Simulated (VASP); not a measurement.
AlN (lda):

```xyz
4
Lattice="3.1130 0.0000 0.0000 -1.5565 2.6959 0.0000 0.0000 0.0000 4.9810" Properties=species:S:1:pos:R:3 pbc="T T T"
Al    0.0000    1.7973    0.0000
Al    1.5565    0.8986    2.4905
N     0.0000    1.7973    1.8928
N     1.5565    0.8986    4.3833
```

```yaml
Program: VASP 6.6.1
Task: relaxation of cell and atoms
Functional: LDA
Potentials_or_basis: VASP PAW LDA potentials, release 64 (Al, N)
Cutoff: 600 eV
k_mesh: 9 × 9 × 6
Occupations: gaussian, width 0.02 eV
Spin: no spin polarisation
```

At the start: pressure -4.2 GPa; volume 10.45 Å³/atom.

Q: Where does the relaxation end?

A: Over 8 steps the energy falls by 3.2 meV/atom and the volume is 10.24 Å³/atom (-2.1 %); space group P6_3mc (No. 186, to 0.05 Å).

The path:
```
step  energy change (eV)  largest force (eV/Å)  pressure (GPa)  volume (Å³)
   1              0.0000                0.1194           -4.17        41.80
   2             -0.0013                0.0856            4.22        40.18
   3             -0.0124                0.0188           -0.02        40.95
   4             -0.0124                0.0168            0.07        40.94
   5             -0.0126                0.0119            0.09        40.93
   6             -0.0126                0.0075            0.11        40.92
   7             -0.0126                0.0087           -0.12        40.97
   8             -0.0126                0.0001            0.00        40.94
```

Final structure:
```
Al N
1.0
     3.09129    0.00000    0.00000
    -1.54564    2.67714    0.00000
     0.00000    0.00000    4.94740
Al N
2 2
Direct
  0.33333 0.66667 0.99901
  0.66667 0.33333 0.49901
  0.33333 0.66667 0.38099
  0.66667 0.33333 0.88099
```
